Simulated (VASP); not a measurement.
Input:

```
CELL_PARAMETERS angstrom
      0.00000     3.04381     3.04381
      3.04381     0.00000     3.04381
      3.04381     3.04381     0.00000
ATOMIC_POSITIONS crystal
  Li 0.25000 0.25000 0.25000
  Li 0.75000 0.75000 0.75000
  Se 0.00000 0.00000 0.00000
```

Method: vdW-DF2, VASP's PBE PAW potentials (set 64) (plane waves; VASP). Numerical set-up: 520 eV cut-off, 6×6×6 Γ-centred mesh, Gaussian smearing of 0.050 eV, potentials Li_sv Se.

### Question
Estimate the energy per atom (σ→0), band gap (on the k-mesh) with the smallest direct gap where there is one.

### Answer

```json
{
  "band gap (on the k-mesh)": "3.16 eV",
  "smallest direct gap (on the k-mesh)": "3.34 eV",
  "energy per atom (σ→0)": "-2.648 eV/atom"
}
```

Total energies compare only between runs with the same potentials, cut-off and functional.

The compound is Li2Se in the antifluorite structure. It was relaxed first. The start is the result of an earlier pass.
